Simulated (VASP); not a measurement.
Input:

```
CELL_PARAMETERS angstrom
      0.00000     2.58907     2.58907
      2.58907     0.00000     2.58907
      2.58907     2.58907     0.00000
ATOMIC_POSITIONS crystal
  Mg 0.00000 0.00000 0.00000
  S  0.50000 0.50000 0.50000
```

Calculation: PBEsol GGA, VASP's PBE PAW potentials (set 64) (plane waves; VASP). Run with 400 eV cut-off, 11×11×11 Γ-centred mesh, Gaussian smearing of 0.010 eV, potentials Mg S.

Q: Predict the energy per atom (σ→0).

A: 
| Quantity | Result |
|---|---|
| energy per atom (σ→0) | -4.537 eV/atom |

The absolute energy has meaning only against runs of the same code, potentials and settings.

The compound is MgS in the rock salt structure. It was relaxed first.
